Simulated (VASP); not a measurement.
Output of a VASP run:

File OSZICAR:
```
       N       E                     dE             d eps       ncg     rms          rms(c)
DAV:   1     0.280088991620E+01    0.28009E+01   -0.24551E+03   160   0.500E+02
DAV:   2    -0.107864541700E+02   -0.13587E+02   -0.12886E+02   248   0.661E+01
DAV:   3    -0.109616203514E+02   -0.17517E+00   -0.17517E+00   208   0.956E+00
DAV:   4    -0.109622407478E+02   -0.62040E-03   -0.62040E-03   200   0.613E-01
DAV:   5    -0.109622474171E+02   -0.66693E-05   -0.66693E-05   120   0.387E-02    0.499E+00
DAV:   6    -0.108342983691E+02    0.12795E+00   -0.81099E-02    96   0.151E+00    0.304E+00
DAV:   7    -0.107753896623E+02    0.58909E-01   -0.16345E-01   104   0.232E+00
   1 F= -.10775390E+02 E0= -.10775390E+02  d E =-.308047E-51
```

File OUTCAR:
```
------------------------ aborting loop because EDIFF is reached ----------------------------------------
  FORCE on cell =-STRESS in cart. coord.  units (eV):
  Direction    XX          YY          ZZ          XY          YZ          ZX
  --------------------------------------------------------------------------------------
  Total        0.2273401      0.2273401      0.2273401      0.0000000      0.0000000      0.0000000
  in kB        9.0315871      9.0315871      9.0315871      0.0000000      0.0000000      0.0000000
  external PRESSURE =       9.0315871 kB  Pullay stress =       0.0000000 kB
  volume of cell :       40.33
      direct lattice vectors                 reciprocal lattice vectors
     0.000000000  2.721850000  2.721850000    -0.183698587  0.183698587  0.183698587
     2.721850000  0.000000000  2.721850000     0.183698587 -0.183698587  0.183698587
     2.721850000  2.721850000  0.000000000     0.183698587  0.183698587 -0.183698587
 POSITION                                       TOTAL-FORCE (eV/Angst)
 -----------------------------------------------------------------------------------
      1.36092      1.36092      1.36092         0.000000      0.000000      0.000000
      0.00000      0.00000      0.00000        -0.000000     -0.000000     -0.000000
 -----------------------------------------------------------------------------------
    total drift:                               -0.000000     -0.000000      0.000000
  FREE ENERGIE OF THE ION-ELECTRON SYSTEM (eV)
  ---------------------------------------------------
  free  energy   TOTEN  =       -10.7753896623 eV

  energy  without entropy=      -10.7753896623  energy(sigma->0) =      -10.77538966
```
(Selected blocks of OUTCAR.)

**POSCAR**
```
Si
1
    0.0000000000     2.7218500000     2.7218500000
    2.7218500000     0.0000000000     2.7218500000
    2.7218500000     2.7218500000     0.0000000000
Si
2
Direct
  0.2500000000   0.2500000000   0.2500000000
  0.0000000000   0.0000000000   0.0000000000
```

Problem. Reconstruct the remaining input files.

Solution. One answer among several that fit: the input of the run itself, PBE GGA, plane waves, VASP's PBE PAW potentials (set 64).

### KPOINTS
```
Regular mesh
0
Gamma
  5 5 5
0 0 0
```

### INCAR
```
SYSTEM=Si
PREC=Accurate; ENCUT=300; LREAL=.FALSE.
LASPH=.TRUE.
EDIFF=1E-01; NELM=100; ALGO=Normal
ISMEAR=0; SIGMA=0.01
GGA=PE
ISIF=2
LWAVE=.FALSE.; LCHARG=.FALSE.
```

POTCAR, in this order: Si (PBE.64 set). Program: vasp_std.

The structure comes from a computed database's Si entry; how it stands against other phases isn't given here. The cell was not relaxed at this level. The run is one of a series of settings (EDIFF = 1E-01 against the base run), some of them coarse on purpose.
